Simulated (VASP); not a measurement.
A run of VASP 6.6.1:

The input INCAR:

```
SYSTEM = Mg6CrNi
PREC = Accurate
ENCUT = 520
EDIFF = 1E-7
ISMEAR = -1
SIGMA = 0.05
LREAL = .FALSE.
LASPH = .TRUE.
NELM = 120
ALGO = Normal
ISIF = 2
LWAVE = .FALSE.
LCHARG = .FALSE.
ISPIN = 2
MAGMOM = 1 3 0 0 0 0 0 0
LORBIT = 11
LMAXMIX = 4
GGA = PE
NBANDS = 31
```

Contents of KPOINTS:

```
Automatic mesh
0
G
  6 5 5
  0 0 0
```

Contents of POSCAR:

```
Mg6CrNi
1.0
    4.8226690000      0.0000000000      0.0000000000
    0.0000000000      3.0326855000      5.2348385000
    0.0000000000     -3.0326855000      5.2348385000
Ni Cr Mg
1 1 6
Direct
    0.4944140000      0.8276770000      0.8365940000
    0.4937490000      0.3356190000      0.3374620000
   -0.0008370000      0.1711690000      0.1747030000
    0.0016860000      0.6665380000      0.6724370000
    0.0020390000      0.6574720000      0.1669450000
    0.0024550000      0.1515830000      0.6685710000
    0.5072350000      0.8270330000      0.3317100000
    0.5070500000      0.3316400000      0.8414900000
```

Potentials or basis: VASP PAW PBE potentials, release 64 (Ni, Cr_pv, Mg).

The run is started by

```bash
$ cat potpaw_PBE.64/Ni/POTCAR potpaw_PBE.64/Cr_pv/POTCAR potpaw_PBE.64/Mg/POTCAR > POTCAR
$ mpirun -np 1 vasp_std > vasp.out
```

Hardware: 1 thread of Intel(R) Xeon(R) 6975P-C (Granite Rapids) (shared host).

Q: How long does it take, and how much memory?

A: Wall time 9.9 min on 1 thread of Intel(R) Xeon(R) 6975P-C (Granite Rapids) (shared host), peak memory 0.74 GiB. Counts: scf iterations 19, k points 76.
